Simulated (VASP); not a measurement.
Consider the following.

```xyz
3
Lattice="0.0000 2.8312 2.8312 2.8312 0.0000 2.8312 2.8312 2.8312 0.0000" Properties=species:S:1:pos:R:3 pbc="T T T"
Li     1.4156     1.4156     1.4156
Li     4.2467     4.2467     4.2467
S      2.8312     0.0000     2.8312
```

These are r2SCAN+rVV10, VASP's PBE PAW potentials (set 64) (plane waves; VASP) values and carry that method's errors. Settings: 520 eV cut-off, 7×7×7 Γ-centred mesh, Gaussian smearing of 0.050 eV, potentials Li_sv S.

Estimate the energy per atom (σ→0).

* **energy per atom (σ→0)**: -548.7 kJ/mol-atom

The absolute energy has meaning only against runs of the same code, potentials and settings.

The compound is Li2S in the antifluorite structure. It was relaxed first.
